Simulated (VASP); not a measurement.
# InSbO2 (P6_3/mmc) in VASP: notebook, part 2 of 2

VASP 6.6.1. Earlier steps stand in the parts before.

**3. Relaxation of cell and atoms, PBE**

This run uses another cell than the first one, of 16.47 Å³/atom, 0.996 times its volume.

INCAR

```
PREC     = Accurate       # precision mode
ENCUT    = 520            # plane-wave cutoff, eV
EDIFF    = 1E-7           # SCF threshold, eV
ISMEAR   = 0              # smearing method
SIGMA    = 0.1            # smearing width, eV
LREAL    = False          # projectors in reciprocal space
LASPH    = True           # aspherical terms in the spheres
NELM     = 120            # most SCF steps
ALGO     = Normal         # electronic algorithm
ISIF     = 3              # what is computed and relaxed
LWAVE    = False          # write WAVECAR
LCHARG   = False          # write CHGCAR
GGA      = PE             # functional
IBRION   = 2              # ionic algorithm
NSW      = 60             # ionic steps
EDIFFG   = -0.005         # ionic threshold
POTIM    = 0.3            # step
KPAR     = 4
```

KPOINTS

```
regular mesh
0
Gamma
  10 10 4
```

POSCAR

```
InSbO2                                  
1.0
    3.3425486478      0.0000000000      0.0000000000
   -1.6712743239      2.8947320411      0.0000000000
    0.0000000000      0.0000000000     13.6190574420
  In              Sb              O             
     2     2     4
Direct
     1.0000000000000000    1.0000000000000000    1.0000000000000000
     1.0000000000000000    1.0000000000000000    0.5000000000000000
     0.3333333300000021    0.6666666699999979    0.2500000000000000
     0.6666666699999979    0.3333333300000021    0.7500000000000000
     0.3333333300000021    0.6666666699999979    0.0818714959304357
     0.6666666699999979    0.3333333300000021    0.5818714959304359
     0.3333333300000021    0.6666666699999979    0.4181285040695644
     0.6666666699999979    0.3333333300000021    0.9181285040695641
```

Potentials or basis: VASP PAW PBE potentials, release 64 (In_d, Sb, O).

Launch:

```
$ cat potpaw_PBE.64/In_d/POTCAR potpaw_PBE.64/Sb/POTCAR potpaw_PBE.64/O/POTCAR > POTCAR
$ mpirun -np 4 vasp_std > vasp.out
```

OUTCAR:

```text
PREC = Accurate
   ENCUT = 520
   EDIFF = 1E-7
   ISMEAR = 0
   LREAL = False
   LASPH = True
   NELM = 120
   ISIF = 3
   GGA = PE
   IBRION = 2
   NSW = 60
   EDIFFG = -0.005
   POTIM = 0.3

 ion  position               nearest neighbor table
   1  0.000  0.000  0.000-   5 2.23   8 2.23   5 2.23   8 2.23   8 2.23   5 2.23
   2  0.000  0.000  0.500-   6 2.23   7 2.23   7 2.23   6 2.23   6 2.23   7 2.23
   3  0.333  0.667  0.250-   5 2.29   7 2.29
   4  0.667  0.333  0.750-   6 2.29   8 2.29
   5  0.333  0.667  0.082-   1 2.23   1 2.23   1 2.23   3 2.29
   6  0.667  0.333  0.582-   2 2.23   2 2.23   2 2.23   4 2.29
   7  0.333  0.667  0.418-   2 2.23   2 2.23   2 2.23   3 2.29
   8  0.667  0.333  0.918-   1 2.23   1 2.23   1 2.23   4 2.29

  LATTYP: Found a hexagonal cell.
 ALAT       =     3.3425486478
 C/A-ratio  =     4.0744530228

  Lattice vectors:

 A1 = (   3.3425486478,   0.0000000000,   0.0000000000)
 A2 = (  -1.6712743239,   2.8947320411,   0.0000000000)
 A3 = (   0.0000000000,   0.0000000000,  13.6190574420)

Analysis of symmetry for initial positions (statically):
=====================================================================
 Subroutine PRICEL returns:
 Original cell was already a primitive cell.

 Routine SETGRP: Setting up the symmetry group for a
 hexagonal supercell.

 Subroutine GETGRP returns: Found 24 space group operations
 (whereof 12 operations were pure point group operations)
 out of a pool of 24 trial point group operations.

The static configuration has the point symmetry D_3d.
 The point group associated with its full space group is D_6h.

Analysis of symmetry for dynamics (positions and initial velocities):
=====================================================================
 Subroutine PRICEL returns:
 Original cell was already a primitive cell.

 Routine SETGRP: Setting up the symmetry group for a
 hexagonal supercell.

 Subroutine GETGRP returns: Found 24 space group operations
 (whereof 12 operations were pure point group operations)
 out of a pool of 24 trial point group operations.

The dynamic configuration has the point symmetry D_3d.
 The point group associated with its full space group is D_6h.

 Subroutine INISYM returns: Found 24 space group operations
 (whereof 12 operations are pure point group operations),
 and found     1 'primitive' translations

----------------------------------------------------------------------------------------

                                     Primitive cell

  volume of cell :     131.7750

  direct lattice vectors                    reciprocal lattice vectors
     3.342548648  0.000000000  0.000000000     0.299172908  0.172727559  0.000000000
    -1.671274324  2.894732041  0.000000000     0.000000000  0.345455118  0.000000000
     0.000000000  0.000000000 13.619057442     0.000000000  0.000000000  0.073426520

  length of vectors
     3.342548648  3.342548647 13.619057442     0.345455118  0.345455118  0.073426520

  position of ions in fractional coordinates (direct lattice)
     0.000000000  0.000000000  0.000000000
     0.000000000  0.000000000  0.500000000
     0.333333330  0.666666670  0.250000000
     0.666666670  0.333333330  0.750000000
     0.333333330  0.666666670  0.081871496
     0.666666670  0.333333330  0.581871496
     0.333333330  0.666666670  0.418128504
     0.666666670  0.333333330  0.918128504

  ion indices of the primitive-cell ions
[... 64 lines left out ...]
   number of dos      NEDOS =    301   number of ions     NIONS =      8
   total plane-waves  NPLWV =  84672
   dimension x,y,z NGX =    28 NGY =   28 NGZ =  108
   dimension x,y,z NGXF=    56 NGYF=   56 NGZF=  216
   ions per type =               2   2   4
   NGX,Y,Z   is equivalent  to a cutoff of  13.93, 13.93, 13.18 a.u.
   NGXF,Y,Z  is equivalent  to a cutoff of  27.85, 27.85, 26.37 a.u.
 SYSTEM =  unknown system
   PREC   = accura    normal or accurate (medium, high low for compatibility)
   ISTART =      0    job   : 0-new  1-cont  2-samecut
   ICHARG =      2    charge: 1-file 2-atom 10-const
   ISPIN  =      1    spin polarized calculation?
   LNONCOLLINEAR =      F non collinear calculations
   LSORBIT =      F    spin-orbit coupling
   LASPH  =      T    aspherical Exc in radial PAW
   ENCUT  =  520.0 eV  38.22 Ry    6.18 a.u.   6.21  6.21 25.32*2*pi/ulx,y,z
   NELM   =    120;   NELMIN=  2; NELMDL= -5     # of ELM steps
   EDIFF  = 0.1E-06   stopping-criterion for ELM
   LREAL  =      F    real-space projection
   EDIFFG = -.5E-02   stopping-criterion for IOM
   NSW    =     60    number of steps for IOM
   IBRION =      2    ionic relax: 0-MD 1-quasi-New 2-CG
   NFREE  =      1    steps in history (QN), initial steepest desc. (CG)
   ISIF   =      3    stress and relaxation
   ISYM   =      2    0-nonsym 1-usesym 2-fastsym
   POTIM  = 0.3000    time-step for ionic-motion
   TEBEG  =    0.0;   TEEND  =   0.0 temperature during run
   PSTRESS=    0.0 pullay stress
   NELECT =      60.0000    total number of electrons
   NUPDOWN=      -1.0000    fix difference up-down
   EMIN   =  10.00;   EMAX   =-10.00  energy-range for DOS
   EFERMI =   0.00;   METHOD = LEGACY
   ISMEAR =     0;   SIGMA  =   0.10  broadening in eV -4-tet -1-fermi 0-gaus
   EFERMI_NEDOS =   21; number of points for ismear=-14 and -15
   IALGO  =     38    algorithm
   IMIX   =      4    mixing-type and parameters
     AMIX     =   0.40;   BMIX     =  1.00
     AMIX_MAG =   1.60;   BMIX_MAG =  1.00
  volume/ion in A,a.u.               =      16.47       111.16
  Fermi-wavevector in a.u.,A,eV,Ry     =   1.259450  2.380015 21.581749  1.586214
  Thomas-Fermi vector in A             =   2.393009
   LORBIT       =      0    0 simple, 1 ext, 2 COOP (PROOUT), +10 PAW based schemes
   GGA     = PE    functional components
   LHFCALC =     F    Hartree Fock is set to
   AEXX    =    0.0000 exact exchange contribution
   IVDW    =     0    specifies the selected vdW correction
   LEPSILON=     F    determine dielectric tensor
   LRPA    =     F    only Hartree local field effects (RPA)
 conjugate gradient relaxation of ions
 non-spin polarized calculation
 Gauss-broadening in eV      SIGMA  =   0.10
  energy-cutoff  :      520.00
  volume of cell :      131.78
 maximum number of plane-waves:      3579
 NGX is ok and might be reduce to    28
   NGX = 13   NGY = 13   NGZ = 51

 number of electron      59.9999998 magnetization

 Free energy of the ion-electron system (eV)
  ---------------------------------------------------
  ext. energy  EPLUGINS =         0.00000000
  ---------------------------------------------------
  free energy    TOTEN  =       -42.67914177 eV

  energy without entropy =      -42.67027326  energy(sigma->0) =      -42.67470752

 E-fermi :   7.4577     XC(G=0): -10.4551

 val. band max:        7.4429520662   @ k =   0.2000   0.1000   0.0000
 cond. band min:       7.4729645806   @ k =   0.2000   0.1000   0.2500
 fundamental gap:      0.0300125144
 Fermi energy:         7.4577072469

 k-point     1 :       0.0000    0.0000    0.0000
  band No.  band energies     occupation
      1     -12.2456      2.00000
      2     -12.2151      2.00000
      3     -11.2943      2.00000
      4     -11.2399      2.00000
      5      -7.3275      2.00000
      6      -7.3275      2.00000
[... 925 lines left out ...]
     35      11.0392      0.00000
     36      11.7759      0.00000

 [... further k-points ...]

------------------------ aborting loop because EDIFF is reached ----------------------------------------

  FORCE on cell =-STRESS in cart. coord.  units (eV):
  Direction    XX          YY          ZZ          XY          YZ          ZX
  --------------------------------------------------------------------------------------
  -------------------------------------------------------------------------------------
  Total        0.0150603      0.0150603     -0.0153117      0.0000000      0.0000000     -0.0000000
  in kB        0.1831095      0.1831095     -0.1861665      0.0000000      0.0000000     -0.0000000
  external PRESSURE =       0.0600175 kB  Pullay stress =       0.0000000 kB

 VOLUME and BASIS-vectors are now :
 -----------------------------------------------------------------------------
  energy-cutoff  :      520.00
  volume of cell :      131.78
      direct lattice vectors                 reciprocal lattice vectors
     3.342548648  0.000000000  0.000000000     0.299172908  0.172727559  0.000000000
    -1.671274324  2.894732041  0.000000000     0.000000000  0.345455118  0.000000000
     0.000000000  0.000000000 13.619057442     0.000000000  0.000000000  0.073426520

 POSITION                                       TOTAL-FORCE (eV/Angst)
 -----------------------------------------------------------------------------------
      0.00000      0.00000      0.00000        -0.000000      0.000000      0.000000
      0.00000      0.00000      6.80953        -0.000000      0.000000      0.000000
     -0.00000      1.92982      3.40476        -0.000000      0.000000      0.000000
      1.67127      0.96491     10.21429         0.000000      0.000000     -0.000000
     -0.00000      1.92982      1.11501        -0.000000      0.000000      0.000591
      1.67127      0.96491      7.92454         0.000000      0.000000      0.000591
     -0.00000      1.92982      5.69452        -0.000000     -0.000000     -0.000591
      1.67127      0.96491     12.50404         0.000000     -0.000000     -0.000591
 -----------------------------------------------------------------------------------
    total drift:                               -0.000000      0.000000      0.000000

  FREE ENERGIE OF THE ION-ELECTRON SYSTEM (eV)
  ---------------------------------------------------
  free  energy   TOTEN  =       -42.6791417740 eV

  energy  without entropy=      -42.6702732620  energy(sigma->0) =      -42.67470752

 reached required accuracy - stopping structural energy minimisation
```

It took 46 s on 4 MPI ranks of AMD EPYC 9R45 (Zen 5), shared host; peak memory 0.38 GiB.

What came out:

```yaml
Free_energy: -42.6791 eV
Pressure_after_relaxing: 0.0 GPa
Band_gap_on_the_k_mesh: none (metal or under the smearing width)
```

Final structure:
```
In Sb O
1.0
     3.34255    0.00000    0.00000
    -1.67127    2.89473    0.00000
     0.00000    0.00000   13.61906
In Sb O
2 2 4
Direct
  0.00000 0.00000 0.00000
  0.00000 0.00000 0.50000
  0.33333 0.66667 0.25000
  0.66667 0.33333 0.75000
  0.33333 0.66667 0.08187
  0.66667 0.33333 0.58187
  0.33333 0.66667 0.41813
  0.66667 0.33333 0.91813
```

Levels at points of the mesh, in eV from the Fermi level:
| k point | band 27 | band 28 | band 29 | band 30 | band 31 | band 32 | band 33 | band 34 |
| --- | --- | --- | --- | --- | --- | --- | --- | --- |
| (0.00, 0.00, 0.00) | -2.87 | -2.87 | -1.53 | 1.00 | 1.39 | 3.35 | 3.88 | 4.55 |
| (0.50, 0.00, 0.00) | -2.95 | -2.89 | -2.82 | -2.11 | 2.27 | 2.39 | 2.73 | 2.80 |
| (0.00, 0.00, 0.50) | -2.90 | -2.90 | -0.37 | -0.37 | 2.55 | 2.55 | 4.31 | 4.31 |
| (0.50, 0.00, 0.50) | -2.89 | -2.89 | -2.64 | -2.64 | 2.33 | 2.33 | 2.87 | 2.87 |

Caveat: the relaxation stopped at its first step, so nothing moved.

**4. Single point, r2SCAN**

This run uses another cell than the first one, of 16.47 Å³/atom, 0.996 times its volume.

INCAR

```
  PREC = Accurate
  ENCUT = 520
  EDIFF = 1E-6
  ISMEAR = 0
  SIGMA = 0.1
  LREAL = False
  LASPH = True
  NELM = 150
  ALGO = Normal
  ISIF = 2
  LWAVE = False
  LCHARG = False
  METAGGA = R2SCAN
  LMIXTAU = True
  NBANDS = 40
  KPAR = 4
```

KPOINTS is that of step 3.

POSCAR

```
InSbO2                                  
1.0
    3.3425486478      0.0000000000      0.0000000000
   -1.6712743239      2.8947320411      0.0000000000
    0.0000000000      0.0000000000     13.6190574420
  In              Sb              O             
     2     2     4
Direct
     0.0000000000000000    0.0000000000000000    0.0000000000000000
     0.0000000000000000    0.0000000000000000    0.5000000000000000
     0.3333333300000021    0.6666666699999979    0.2500000000000000
     0.6666666699999979    0.3333333300000021    0.7500000000000000
     0.3333333300000021    0.6666666699999979    0.0818714959304359
     0.6666666699999979    0.3333333300000021    0.5818714959304359
     0.3333333300000021    0.6666666699999979    0.4181285040695641
     0.6666666699999979    0.3333333300000021    0.9181285040695641
```

Launch:

```
$ cat potpaw_PBE.64/In_d/POTCAR potpaw_PBE.64/Sb/POTCAR potpaw_PBE.64/O/POTCAR > POTCAR
$ mpirun -np 4 vasp_std > vasp.out
```

It took 5.3 min on 4 MPI ranks of AMD EPYC 9R45 (Zen 5), shared host; peak memory 0.41 GiB.

It converged, with:

```
Free energy            : -131.1219 eV
Pressure               : -3.9 GPa
Largest force          : 0.180 eV/Å
Band gap on the k mesh : none (metal or under the smearing width)
```

Forces on the atoms (eV/Å):
```
In   0.000  0.000  0.000
In   0.000  0.000  0.000
Sb   0.000  0.000  0.000
Sb   0.000  0.000  0.000
O    0.000  0.000 -0.180
O    0.000  0.000 -0.180
O    0.000  0.000  0.180
O    0.000  0.000  0.180
```

Stress tensor (GPa, compression positive):
```
-3.70  0.00  0.00
 0.00 -3.70  0.00
 0.00  0.00 -4.38
```

Levels at points of the mesh, in eV from the Fermi level:
```tsv
k point	band 27	band 28	band 29	band 30	band 31	band 32	band 33	band 34
(0.00, 0.00, 0.00)	-3.29	-3.27	-1.43	1.12	1.47	3.59	4.10	4.79
(0.50, 0.00, 0.00)	-3.36	-3.24	-3.24	-2.44	2.30	2.42	2.95	3.04
(0.00, 0.00, 0.50)	-3.32	-3.32	-0.33	-0.33	2.73	2.73	4.55	4.55
(0.50, 0.00, 0.50)	-3.30	-3.30	-2.95	-2.95	2.36	2.36	3.10	3.10
```

Caveat: the PAW data sets were made with another functional, which shifts forces and pressure a little. The run has no spin-orbit coupling, so splittings on Sb are missing.
